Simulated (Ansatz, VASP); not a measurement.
CsBa3 in VASP and in Ansatz

The input INCAR:

```
SYSTEM = CsBa3
AGGAC = 1.0 ; AGGAX = 1.0
ALDAC = 0.0 ; ALDAX = 1.0
ALGO = Normal ; EDIFF = 1E-7
ENCUT = 520 ; GGA = B5
ISIF = 2 ; ISMEAR = -1
LASPH = .True. ; LCHARG = .False.
LREAL = .False. ; LWAVE = .False.
NBANDS = 28 ; NELM = 100
PREC = Accurate ; SIGMA = 0.15
```

Contents of KPOINTS:

```
k-points
0
Gamma
  4 4 4
  0 0 0
```

File POSCAR:

```
CsBa3
1.0
    0.0000000000      5.2212840000      5.2212840000
    5.2212840000      0.0000000000      5.2212840000
    5.2212840000      5.2212840000      0.0000000000
Cs Ba
1 3
Direct
    0.0000000000      0.0000000000      0.0000000000
    0.2500000000      0.2500000000      0.2500000000
    0.7500000000      0.7500000000      0.7500000000
    0.5000000000      0.5000000000      0.5000000000
```

Input for Ansatz:

```yaml
crystal:
  lattice:
    - [0.0, 5.221284, 5.221284]
    - [5.221284, 0.0, 5.221284]
    - [5.221284, 5.221284, 0.0]
  atoms:
    - { symbol: Cs, position: [0.0, 0.0, 0.0] }
    - { symbol: Ba, position: [0.25, 0.25, 0.25] }
    - { symbol: Ba, position: [0.75, 0.75, 0.75] }
    - { symbol: Ba, position: [0.5, 0.5, 0.5] }
basis:
  ecutwfc: 503.410645550778
kpoints:
  mp_grid:
    grid: [4, 4, 4]
hamiltonian:
  xc: blyp
  pseudopotentials:
    kind: paw
scf:
  occupations:
    method: fermi_dirac
    width: 0.15
output:
  stress: true
```

The cell comes from a database or a generator and needn't be the stable form of this composition.

Alike in both runs: task single point; functional BLYP; k mesh 4 × 4 × 4; occupations fermi-dirac, width 0.15 eV; no spin polarisation.

|  | VASP | Ansatz |
| --- | --- | --- |
| version | VASP 6.6.1 | Ansatz 0.2.0 |
| potentials or method | VASP PAW PBE potentials, release 64 (Cs_sv, Ba_sv) | plane waves, PAW |
| plane-wave cutoff (eV) | 520 | 503 |
| valence electrons in the cell | 39 | 39 |

Ansatz gave:

```
pressure (GPa) : 0.4
```

Which values does VASP return?

Pressure (GPa): 0.5.

Caveats: the PAW data sets were made with another functional, which shifts forces and pressure a little (VASP). Spin-orbit coupling is left out, which matters for the levels of Ba, Cs.
